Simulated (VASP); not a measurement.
# CO on Pt(100): which site?, part 7 of 7

Where does CO sit on Pt(100), and how strongly does it bind?

VASP 6.6.1, plane waves and PAW; the level of theory is named at each step.

So far. Step 8 (Potential and states with the adsorbate, site ontop): The vacuum level lies 5.72 eV above the Fermi level at the upper face; both faces agree, as the slab has next to no dipole. Step 9 (Relaxing the adsorbate, site hollow): The run ended after 32 ionic steps, 0.207 eV below its first step, once the forces on the free atoms met EDIFFG = -0.03.

**10. Potential and states with the adsorbate, site hollow**

Level of this step: PBEsol; plane waves and PAW (Pt, C, O) (VASP).

Input file INCAR:

```
SYSTEM = Pt16CO
PREC = Normal
ENCUT = 440
EDIFF = 1E-06
NELM = 120
ISMEAR = 1
SIGMA = 0.15
LREAL = Auto
ALGO = Fast
GGA = PS
NBANDS = 105
LASPH = .TRUE.
LORBIT = 11
LWAVE = .FALSE.
LCHARG = .FALSE.
KPAR = 2
NCORE = 2
IDIPOL = 3
LDIPOL = .TRUE.
DIPOL = 0.5 0.5 0.524
LVHAR = .TRUE.
LVACPOTAV = .TRUE.
NEDOS = 1500
```

Input file POSCAR:

```
Pt16CO
1.0
    5.5379213700      0.0000000000      0.0000000000
    0.0000000000      5.5379213700      0.0000000000
    0.0000000000      0.0000000000     20.8738526316
Pt C O
16 1 1
Selective dynamics
Direct
    0.2500000000      0.2500000000      0.3593011900  F F F
    0.7500000000      0.2500000000      0.3593011900  F F F
    0.2500000000      0.7500000000      0.3593011900  F F F
    0.7500000000      0.7500000000      0.3593011900  F F F
    0.0000000000      0.0000000000      0.4531004000  F F F
    0.5000000000      0.0000000000      0.4531004000  F F F
    0.0000000000      0.5000000000      0.4531004000  F F F
    0.5000000000      0.5000000000      0.4531004000  F F F
    0.2500000000      0.2500000000      0.5431728078  T T T
    0.7500000000      0.2500000000      0.5449631394  T T T
    0.2500000000      0.7500000000      0.5449631394  T T T
    0.7500000000      0.7500000000      0.5481157271  T T T
    0.0029012267      0.0029012267      0.6384667293  T T T
    0.4970987733      0.0029012267      0.6384667293  T T T
    0.0029012267      0.4970987733      0.6384667293  T T T
    0.4970987733      0.4970987733      0.6384667293  T T T
    0.2500000000      0.2500000000      0.6919333785  T T T
    0.2500000000      0.2500000000      0.7495509808  T T T
```

Input file KPOINTS:

```
Automatic mesh
0
Gamma
4 4 1
0 0 0
```

The projector-augmented-wave data sets are Pt, C and O (PBE family, release 64).

The run is started by

```sh
> mpirun -np 4 vasp_std
```

Output:

```text
[... set-up lines as in an earlier step ...]
 entering main loop
       N       E                     dE             d eps       ncg     rms          rms(c)
DAV:   1     0.108917992434E+04    0.10892E+04   -0.71058E+04  1260   0.123E+03
DAV:   2    -0.434779812831E+02   -0.11327E+04   -0.10498E+04  1472   0.279E+02
DAV:   3    -0.126748857971E+03   -0.83271E+02   -0.76811E+02  1512   0.700E+01
DAV:   4    -0.129715568974E+03   -0.29667E+01   -0.29083E+01  1607   0.132E+01
[...]
RMM:  28    -0.119889102675E+03   -0.80936E-05   -0.96716E-07   844   0.208E-03    0.380E-03
RMM:  29    -0.119889104275E+03   -0.16008E-05   -0.25524E-07   649   0.116E-03    0.155E-03
RMM:  30    -0.119889105209E+03   -0.93348E-06   -0.11332E-07   470   0.842E-04
 [... a notice as in an earlier step ...]

   1 F= -.11988911E+03 E0= -.11988706E+03  d E =-.612825E-02
```

The job ended after 56 s (4 MPI ranks of Intel Xeon 6975P-C (Granite Rapids), shared host; peak memory 1.1 GiB; 3.5 min of CPU time).

From OUTCAR (step 10):

```text
  Total      -13.6204285    -13.6204285     -4.6062557      0.0000000     -0.0000000      0.0000000
  in kB      -34.0882864    -34.0882864    -11.5282249      0.0000000     -0.0000000      0.0000000
  external PRESSURE =     -26.5682659 kB  Pullay stress =       0.0000000 kB

 POSITION                                       TOTAL-FORCE (eV/Angst)
 -----------------------------------------------------------------------------------
      1.38448      1.38448      7.50000         0.000000     -0.000000      0.381757
      4.15344      1.38448      7.50000         0.000000     -0.000000      0.572167
      1.38448      4.15344      7.50000         0.000000     -0.000000      0.572167
      4.15344      4.15344      7.50000         0.000000     -0.000000      0.685867
      0.00000      0.00000      9.45795        -0.076859     -0.076859     -0.555251
      2.76896      0.00000      9.45795         0.076859     -0.076859     -0.555251
      0.00000      2.76896      9.45795        -0.076859      0.076859     -0.555251
      2.76896      2.76896      9.45795         0.076859      0.076859     -0.555251
      1.38448      1.38448     11.33811         0.000000     -0.000000     -0.006902
      4.15344      1.38448     11.37548         0.000000     -0.000000      0.000995
      1.38448      4.15344     11.37548         0.000000     -0.000000      0.000995
      4.15344      4.15344     11.44129         0.000000     -0.000000     -0.007591
      0.01607      0.01607     13.32726        -0.000056     -0.000056     -0.003579
      2.75289      0.01607     13.32726         0.000056     -0.000056     -0.003579
[...]
-----------------------------------------------------------------------------------
    total drift:                                0.000000      0.000000     -0.030430

  FREE ENERGIE OF THE ION-ELECTRON SYSTEM (eV)
  ---------------------------------------------------
  free  energy   TOTEN  =      -119.8891052088 eV

  energy  without entropy=     -119.8829769577  energy(sigma->0) =     -119.88706246

[... 2 parts as in an earlier step ...]

[... 1 further part left out ...]
[key lines of the parts left out:]
E-fermi :   0.6178
```

The map of layer states is cut here 0.5 eV above the Fermi level, so it leaves out the states above that.

At the end the adsorbate's closest contact with the slab is C-Pt at 2.23 Å, 1.94 Å to the side of the slab's atom, and its lowest atom lies 1.12 Å above the highest atom of the slab.

The vacuum level lies 6.49 eV above the Fermi level at the upper face; the two faces differ by 0.75 eV, the step that the slab's dipole of 0.127 e·Å makes.

VASP counts the dipole in electrons times Å, so a positive number points the physical dipole along −c.

The program found no field-free point at its default tolerance, but its printed level agrees with the flat part of the planar average.

On this mesh the fine structure of the density of states is sampling noise, and high empty states may be cut by the number of bands.

**11. Relaxing the adsorbate, site bridge**

Input file INCAR:

```
SYSTEM = Pt16CO
PREC = Normal
ENCUT = 440
EDIFF = 1E-05
NELM = 120
ISMEAR = 1
SIGMA = 0.15
LREAL = Auto
ALGO = Fast
GGA = PS
NBANDS = 105
LASPH = .TRUE.
LORBIT = 11
LWAVE = .FALSE.
LCHARG = .FALSE.
KPAR = 2
NCORE = 2
IBRION = 2
NSW = 50
ISIF = 2
EDIFFG = -0.03
POTIM = 0.4
MAXMIX = 40
IDIPOL = 3
LDIPOL = .TRUE.
DIPOL = 0.5 0.5 0.524
```

Input file POSCAR:

```
Pt16CO
1.0
    5.5379213700      0.0000000000      0.0000000000
    0.0000000000      5.5379213700      0.0000000000
    0.0000000000      0.0000000000     20.8738526316
Pt C O
16 1 1
Selective dynamics
Direct
    0.2500000000      0.2500000000      0.3593011900  F F F
    0.7500000000      0.2500000000      0.3593011900  F F F
    0.2500000000      0.7500000000      0.3593011900  F F F
    0.7500000000      0.7500000000      0.3593011900  F F F
    0.0000000000      0.0000000000      0.4531004000  F F F
    0.5000000000      0.0000000000      0.4531004000  F F F
    0.0000000000      0.5000000000      0.4531004000  F F F
    0.5000000000      0.5000000000      0.4531004000  F F F
    0.2500000000      0.2500000000      0.5449528600  T T T
    0.7500000000      0.2500000000      0.5449528600  T T T
    0.2500000000      0.7500000000      0.5449528600  T T T
    0.7500000000      0.7500000000      0.5449528600  T T T
    0.0000000000      0.0000000000      0.6351123000  T T T
    0.5000000000      0.0000000000      0.6351123000  T T T
    0.0000000000      0.5000000000      0.6351123000  T T T
    0.5000000000      0.5000000000      0.6351123000  T T T
    0.2500000000      0.0000000000      0.7021818600  T T T
    0.2500000000      0.0000000000      0.7572747100  T T T
```

KPOINTS is that of step 10.

The run is started by

```sh
> mpirun -np 4 vasp_std
```

Output:

```text
[... set-up lines as in an earlier step ...]
 entering main loop
       N       E                     dE             d eps       ncg     rms          rms(c)
DAV:   1     0.108387419446E+04    0.10839E+04   -0.70875E+04  1898   0.123E+03
DAV:   2    -0.486157141303E+02   -0.11325E+04   -0.10576E+04  2252   0.279E+02
DAV:   3    -0.126949800007E+03   -0.78334E+02   -0.72563E+02  2243   0.689E+01
DAV:   4    -0.129632229862E+03   -0.26824E+01   -0.26260E+01  2370   0.128E+01
[...]
RMM:  28    -0.120117703989E+03   -0.21517E-04   -0.39407E-06  1061   0.502E-03    0.508E-03
RMM:  29    -0.120117715344E+03   -0.11355E-04   -0.13067E-06   651   0.267E-03    0.317E-03
RMM:  30    -0.120117724035E+03   -0.86912E-05   -0.16138E-06   852   0.305E-03
   1 F= -.12011772E+03 E0= -.12012406E+03  d E =-.120118E+03
[... from here on, the cycles between the ionic steps are left out ...]
   2 F= -.11930550E+03 E0= -.11931284E+03  d E =0.812229E+00
   4 F= -.12016849E+03 E0= -.12017511E+03  d E =-.507703E-01
   7 F= -.12024965E+03 E0= -.12025680E+03  d E =-.150327E-01
  10 F= -.12026449E+03 E0= -.12027124E+03  d E =-.128178E-01
  13 F= -.12027243E+03 E0= -.12027882E+03  d E =-.227371E-02
  16 F= -.12029898E+03 E0= -.12030509E+03  d E =-.288221E-01
  19 F= -.12030157E+03 E0= -.12030736E+03  d E =-.205296E-02
  22 F= -.12030622E+03 E0= -.12031044E+03  d E =-.465799E-02
  25 F= -.12030914E+03 E0= -.12031393E+03  d E =-.756929E-02
  28 F= -.12031069E+03 E0= -.12031494E+03  d E =-.155013E-02
  31 F= -.12031204E+03 E0= -.12031648E+03  d E =-.223706E-03
  34 F= -.12031277E+03 E0= -.12031718E+03  d E =-.737451E-03
  37 F= -.12031296E+03 E0= -.12031733E+03  d E =-.586967E-04
  38 F= -.12031299E+03 E0= -.12031735E+03  d E =-.882297E-04
[...]
reached required accuracy - stopping structural energy minimisation
```

It took 13 min on 4 MPI ranks; peak memory 1.3 GiB; 49 min of CPU time.

From OUTCAR (step 11):

```text
  Total      -13.1086253    -12.6470429     -4.6640147      0.0000000      0.0000000      0.0000000
  in kB      -32.8073799    -31.6521629    -11.6727803      0.0000000      0.0000000      0.0000000
  external PRESSURE =     -25.3774410 kB  Pullay stress =       0.0000000 kB

 POSITION                                       TOTAL-FORCE (eV/Angst)
 -----------------------------------------------------------------------------------
      1.38448      1.38448      7.50000         0.000000     -0.021161      0.466947
      4.15344      1.38448      7.50000         0.000000     -0.037295      0.627668
      1.38448      4.15344      7.50000         0.000000      0.021161      0.466947
      4.15344      4.15344      7.50000         0.000000      0.037295      0.627668
      0.00000      0.00000      9.45795        -0.006955      0.000000     -0.409373
      2.76896      0.00000      9.45795         0.006955      0.000000     -0.409373
      0.00000      2.76896      9.45795        -0.023420      0.000000     -0.694872
      2.76896      2.76896      9.45795         0.023420      0.000000     -0.694872
      1.38448      1.37345     11.37929         0.000000     -0.004818      0.002782
      4.15344      1.36896     11.39323         0.000000     -0.008792      0.012282
      1.38448      4.16447     11.37929         0.000000      0.004818      0.002782
      4.15344      4.16896     11.39323         0.000000      0.008792      0.012282
      5.51237      0.00000     13.39742        -0.020828      0.000000     -0.016060
      2.79451      0.00000     13.39742         0.020828      0.000000     -0.016060
[...]
-----------------------------------------------------------------------------------
    total drift:                                0.000000      0.000000     -0.076926

  FREE ENERGIE OF THE ION-ELECTRON SYSTEM (eV)
  ---------------------------------------------------
  free  energy   TOTEN  =      -120.3129914820 eV

  energy  without entropy=     -120.3260796285  energy(sigma->0) =     -120.31735420

[... 2 parts as in an earlier step ...]

[... 2 further parts left out ...]
[key lines of the parts left out:]
E-fermi :   0.6323
```

The run keeps the 4 symmetry operations of its start, so it cannot find a distortion of lower symmetry.

Step by step (22 of 38):

| step | energy less that of the first step (eV) | largest force (eV/Å) |
| --- | --- | --- |
| 1 | 0.0000 | 3.2407 |
| 3 | -0.0506 | 1.3410 |
| 5 | -0.1148 | 0.4644 |
| 6 | -0.1169 | 0.4591 |
| 8 | -0.1340 | 1.4591 |
| 10 | -0.1468 | 0.8788 |
| 12 | -0.1524 | 0.4094 |
| 13 | -0.1547 | 0.3954 |
| 15 | -0.1711 | 0.3456 |
| 17 | -0.1818 | 0.2487 |
| 19 | -0.1838 | 0.4230 |
| 20 | -0.1862 | 0.3619 |
| 22 | -0.1885 | 0.3874 |
| 24 | -0.1914 | 0.1346 |
| 26 | -0.1923 | 0.1051 |
| 27 | -0.1938 | 0.0898 |
| 29 | -0.1941 | 0.1263 |
| 31 | -0.1943 | 0.0867 |
| 33 | -0.1948 | 0.0759 |
| 34 | -0.1950 | 0.0530 |
| 36 | -0.1952 | 0.1055 |
| 38 | -0.1953 | 0.0263 |

The atoms that moved most (Å):

| atom | dx | dy | dz | length |
| --- | --- | --- | --- | --- |
| O18 | 0.000 | 0.000 | 0.197 | 0.197 |
| C17 | 0.000 | 0.000 | 0.168 | 0.168 |
| Pt13 | -0.026 | 0.000 | 0.140 | 0.142 |
| Pt14 | 0.026 | 0.000 | 0.140 | 0.142 |
| Pt12 | 0.000 | 0.016 | 0.018 | 0.024 |
| Pt10 | 0.000 | -0.016 | 0.018 | 0.024 |
| Pt9 | 0.000 | -0.011 | 0.004 | 0.012 |
| Pt11 | 0.000 | 0.011 | 0.004 | 0.012 |

Final coordinates:

```
Pt C O
1.0
     5.53792    0.00000    0.00000
     0.00000    5.53792    0.00000
     0.00000    0.00000   20.87385
Pt C O
16 1 1
Direct
  0.25000 0.25000 0.35930
  0.75000 0.25000 0.35930
  0.25000 0.75000 0.35930
  0.75000 0.75000 0.35930
  0.00000 0.00000 0.45310
  0.50000 0.00000 0.45310
  0.00000 0.50000 0.45310
  0.50000 0.50000 0.45310
  0.25000 0.24801 0.54515
  0.75000 0.24720 0.54581
  0.25000 0.75199 0.54515
  0.75000 0.75280 0.54581
  0.99539 0.00000 0.64183
  0.50461 0.00000 0.64183
  0.00081 0.50000 0.63489
  0.49919 0.50000 0.63489
  0.25000 0.00000 0.71023
  0.25000 0.00000 0.76673
```

The run ended after 38 ionic steps, 0.195 eV below its first step, once the forces on the free atoms met EDIFFG = -0.03.

**12. Potential and states with the adsorbate, site bridge**

Input file INCAR:

```
SYSTEM = Pt16CO
PREC = Normal
ENCUT = 440
EDIFF = 1E-06
NELM = 120
ISMEAR = 1
SIGMA = 0.15
LREAL = Auto
ALGO = Fast
GGA = PS
NBANDS = 105
LASPH = .TRUE.
LORBIT = 11
LWAVE = .FALSE.
LCHARG = .FALSE.
KPAR = 2
NCORE = 2
IDIPOL = 3
LDIPOL = .TRUE.
DIPOL = 0.5 0.5 0.526
LVHAR = .TRUE.
LVACPOTAV = .TRUE.
NEDOS = 1500
```

Input file POSCAR:

```
Pt16CO
1.0
    5.5379213700      0.0000000000      0.0000000000
    0.0000000000      5.5379213700      0.0000000000
    0.0000000000      0.0000000000     20.8738526316
Pt C O
16 1 1
Selective dynamics
Direct
    0.2500000000      0.2500000000      0.3593011900  F F F
    0.7500000000      0.2500000000      0.3593011900  F F F
    0.2500000000      0.7500000000      0.3593011900  F F F
    0.7500000000      0.7500000000      0.3593011900  F F F
    0.0000000000      0.0000000000      0.4531004000  F F F
    0.5000000000      0.0000000000      0.4531004000  F F F
    0.0000000000      0.5000000000      0.4531004000  F F F
    0.5000000000      0.5000000000      0.4531004000  F F F
    0.2500000000      0.2480079280      0.5451456606  T T T
    0.7500000000      0.2471970754      0.5458134158  T T T
    0.2500000000      0.7519920720      0.5451456606  T T T
    0.7500000000      0.7528029246      0.5458134158  T T T
    0.9953869473      0.0000000000      0.6418280904  T T T
    0.5046130527      0.0000000000      0.6418280904  T T T
    0.0008103263      0.5000000000      0.6348945694  T T T
    0.4991896737      0.5000000000      0.6348945694  T T T
    0.2500000000      0.0000000000      0.7102262138  T T T
    0.2500000000      0.0000000000      0.7667251532  T T T
```

KPOINTS is that of step 11.

The run is started by

```sh
> mpirun -np 4 vasp_std
```

Output:

```text
[... set-up lines as in an earlier step ...]
 entering main loop
       N       E                     dE             d eps       ncg     rms          rms(c)
DAV:   1     0.107637463541E+04    0.10764E+04   -0.70776E+04  1898   0.123E+03
DAV:   2    -0.482481229140E+02   -0.11246E+04   -0.10504E+04  2228   0.278E+02
DAV:   3    -0.126987050180E+03   -0.78739E+02   -0.72790E+02  2235   0.687E+01
DAV:   4    -0.129758402999E+03   -0.27714E+01   -0.27120E+01  2410   0.128E+01
[...]
RMM:  31    -0.120312993270E+03   -0.14044E-05   -0.78340E-08   534   0.711E-04    0.396E-04
RMM:  32    -0.120312994647E+03   -0.13770E-05   -0.41712E-08   462   0.680E-04    0.346E-04
RMM:  33    -0.120312995054E+03   -0.40759E-06   -0.18119E-08   362   0.636E-04
 [... a notice as in an earlier step ...]

   1 F= -.12031300E+03 E0= -.12031736E+03  d E =0.130908E-01
```

It took 83 s on 4 MPI ranks; peak memory 1.2 GiB; 5.4 min of CPU time.

Parts of OUTCAR (step 12):

```text
  Total      -13.1049505    -12.6419971     -4.6564237      0.0000000      0.0000000      0.0000000
  in kB      -32.7981830    -31.6395345    -11.6537819      0.0000000      0.0000000      0.0000000
  external PRESSURE =     -25.3638331 kB  Pullay stress =       0.0000000 kB

 POSITION                                       TOTAL-FORCE (eV/Angst)
 -----------------------------------------------------------------------------------
      1.38448      1.38448      7.50000        -0.000000     -0.021172      0.465234
      4.15344      1.38448      7.50000        -0.000000     -0.037297      0.625954
      1.38448      4.15344      7.50000        -0.000000      0.021172      0.465234
      4.15344      4.15344      7.50000        -0.000000      0.037297      0.625954
      0.00000      0.00000      9.45795        -0.007001      0.000000     -0.410701
      2.76896      0.00000      9.45795         0.007001      0.000000     -0.410701
      0.00000      2.76896      9.45795        -0.023400      0.000000     -0.696225
      2.76896      2.76896      9.45795         0.023400      0.000000     -0.696225
      1.38448      1.37345     11.37929        -0.000000     -0.004426      0.003061
      4.15344      1.36896     11.39323        -0.000000     -0.006895      0.012233
      1.38448      4.16447     11.37929        -0.000000      0.004426      0.003061
      4.15344      4.16896     11.39323        -0.000000      0.006895      0.012233
      5.51237      0.00000     13.39742        -0.022265      0.000000     -0.010057
      2.79451      0.00000     13.39742         0.022265      0.000000     -0.010057
[...]
-----------------------------------------------------------------------------------
    total drift:                                0.000000      0.000000     -0.049555

  FREE ENERGIE OF THE ION-ELECTRON SYSTEM (eV)
  ---------------------------------------------------
  free  energy   TOTEN  =      -120.3129950542 eV

  energy  without entropy=     -120.3260858501  energy(sigma->0) =     -120.31735865

[... 2 parts as in an earlier step ...]

[... 1 further part left out ...]
[key lines of the parts left out:]
E-fermi :   0.6319
```

The map of layer states is cut here 0.5 eV above the Fermi level, so it leaves out the states above that.

At the end the adsorbate's closest contact with the slab is C-Pt at 2.01 Å, 1.41 Å to the side of the slab's atom, and its lowest atom lies 1.43 Å above the highest atom of the slab.

The vacuum level lies 6.43 eV above the Fermi level at the upper face; the two faces differ by 0.66 eV, the step that the slab's dipole of 0.113 e·Å makes.

VASP counts the dipole in electrons times Å, so a positive number points the physical dipole along −c.

The program found no field-free point at its default tolerance, but its printed level agrees with the flat part of the planar average.

On this mesh the fine structure of the density of states is sampling noise, and high empty states may be cut by the number of bands.

**13. The sites side by side**

This step: adsorption sites, PBEsol; plane waves and PAW (VASP 6.6.1).

No new run; the numbers come from the runs before.

The site's symmetry is kept, so a site may be a saddle point. All sites:

| site | adsorption energy (eV) | height over the top layer (Å) | shortest distance to the metal (Å) | bond in the molecule (Å) | change of the work function (eV) | sideways move (Å) |
| --- | --- | --- | --- | --- | --- | --- |
| ontop | -2.173 | 2.008 | 1.829 | 1.158 | 0.0622 | 0 |
| hollow | -1.976 | 1.116 | 2.234 | 1.203 | 0.8261 | 0 |
| bridge | -2.406 | 1.5 | 2.007 | 1.179 | 0.769 | 0 |

Each adsorption energy is the energy with the adsorbate less the clean slab (-102.762 eV) and the reference (-15.149 eV, free CO).

**14. Summary of results**

| Quantity | Value |
| --- | --- |
| ontop start | -2.17 eV |
| hollow start | -1.98 eV |
| bridge start | -2.41 eV |

Among the starts that kept their site, CO is lowest at the bridge site of Pt(100), at -2.41 eV against free CO; ontop lies 0.23 eV higher and hollow lies 0.43 eV higher. At that site the work function rises by 0.77 eV from 5.66 eV. The bare lower face moves by +0.09 eV too, a measure of how thin the slab is. The molecule's bond runs from 1.158 Å (ontop) to 1.203 Å (hollow), longer where more metal atoms can donate into its antibonding levels. Semilocal functionals are known to favour hollow sites for CO too much. Symmetry was kept, so any start that stayed on its site may sit on a saddle point. The slab is thin, and zero-point and thermal parts are left out.

[Lines on the potential files, build, host, timing and source positions are cut from VASP's logs without a mark.]

[Logs are printed without paths, hosts, clocks, repeated set-up lines and the standing remarks that a program may print on its own settings, such as how far it seeks lower states.]

[Hosts, paths, dates, database ids (printed as entryN), source tags and the programs' standing remarks are cut or masked in the printed files.]

[Runs that stopped without an error message from VASP are left out.]
